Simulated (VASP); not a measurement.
SrVO3 (cubic perovskite): the lattice constant a from VASP (plane waves, PAW) at several levels of theory. Static lattice.  The measured value holds thermal and zero-point effects that the static calculation lacks.

| level | lattice constant a (Å) | error against measurement |
|---|---|---|
| LDA | 3.782 | -1.6 % |
| PBE | 3.865 | +0.6 % |
| PBEsol | 3.817 | -0.7 % |
| SCAN | 3.830 | -0.3 % |
| r2SCAN | 3.835 | -0.2 % |

Measured: 3.842 Å (as given by Samuel D. Marks et al., Physical Review Materials (2021), arXiv:2103.05797).

The cell of the LDA run:

```
SrVO3
1.0
    3.78230     0.00000     0.00000
    0.00000     3.78230     0.00000
    0.00000     0.00000     3.78230
Sr V O
1 1 3
Direct
  0.00000   0.00000   0.00000
  0.50000   0.50000   0.50000
  0.50000   0.00000   0.50000
  0.00000   0.50000   0.50000
  0.50000   0.50000   0.00000
```

Only levels that ran to the end are used. Left out are those held back, those with too coarse a band path, GW runs whose mesh misses a band edge, hybrids' fits of cells that aren't cubic and levels without matching references; a question may draw on a part of the rest.

The compound is SrVO3 in the cubic perovskite structure.
